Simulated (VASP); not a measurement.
# LiBe: equation of state with PBE

LiBe:

```
Be Li
1.0
     2.29599    0.00000    0.00000
     0.00000    3.61277    0.00000
    -0.40174    0.00000    5.51353
Be Li
2 2
Direct
  0.24358 0.75000 0.42383
  0.75642 0.25000 0.57617
  0.26315 0.75000 0.84514
  0.73685 0.25000 0.15486
```

The cell comes from a database or a generator and needn't be the stable form of this composition.

```yaml
Program: VASP 6.6.1
Task: equation of state
Functional: PBE
Potentials_or_basis: VASP PAW PBE potentials, release 64 (Be, Li_sv)
Cutoff: 520 eV
k_mesh: 11 × 7 × 5
Occupations: fermi-dirac, width 0.05 eV
Spin: no spin polarisation
```

```yaml
Equilibrium_volume: 11.42 Å³/atom
Bulk_modulus_at_fixed_shape_and_positions: 52 GPa
Pressure_derivative_of_the_bulk_modulus: 3.5
```

Energy against volume, from the lowest point:
```
volume (Å³/atom)  energy (meV/atom)
          10.747               6.92
          10.976               2.90
          11.205               0.64
          11.434               0.00
          11.662               0.82
          11.891               3.00
          12.120               6.41
```

All runs of the series together: 3.7 min on 1 thread of AMD EPYC 9R45 (Zen 5), on a shared host.

Caveat: the cutoff is under 1.25 times the usual one of these potentials, so pressure, stress and relaxed cells hold a basis-set (Pulay) error; the cell was scaled at fixed shape and fractional positions, which overstates the stiffness of a crystal with free parameters, most of all of layers and chains.
